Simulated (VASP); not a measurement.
A convergence study with VASP on As: one setting is varied, all else stays as given below, so the limit is that of these other settings.

```
As
1.0
    3.77880     0.00000     0.00000
   -1.88940     3.27254     0.00000
    0.00000     0.00000    22.34792
As
6
Direct
  0.00000   0.00000   0.37048
  0.66667   0.33333   0.31323
  0.66667   0.33333   0.52862
  0.33333   0.66667   0.47137
  0.33333   0.66667   0.68677
  0.00000   0.00000   0.62952
```

All values below come from PBE GGA, VASP's PBE PAW potentials (set 64) (plane waves; VASP). The tightest run used: 600 eV cut-off, 9×9×1 Γ-centred mesh, Fermi-Dirac smearing of 0.10 eV, potentials As.

Task: The settings run are ENCUT = 150; ENCUT = 180; ENCUT = 210; ENCUT = 255; ENCUT = 360; ENCUT = 450; ENCUT = 600. From which on does the largest force stay within 0.02 eV/Å of the tightest run?

Result: From ENCUT = 210 on: it is off by 0.013 there and by no more than 0.02 in any finer run, while ENCUT = 180 is off by 0.027.
| setting | E (eV/atom) | largest force (eV/Å) | plane waves | difference judged (eV/Å) |
|---|---|---|---|---|
| ENCUT = 150 | -4.6429 | 0.445 | 1172 | 0.026 |
| ENCUT = 180 | -4.6439 | 0.446 | 1536 | 0.027 |
| ENCUT = 210 | -4.6467 | 0.432 | 1943 | 0.013 |
| ENCUT = 255 | -4.6472 | 0.422 | 2625 | 0.003 |
| ENCUT = 360 | -4.6475 | 0.420 | 4306 | 0.001 |
| ENCUT = 450 | -4.6476 | 0.419 | 6053 | 0.000 |
| ENCUT = 600 | -4.6476 | 0.419 | 9275 | 0.000 |

Left out are rungs that failed or repeat a setting and relaxations that didn't move; long series are thinned to 24 rows.

The cell is a sheet or thin cut with vacuum, built from a generated structure.
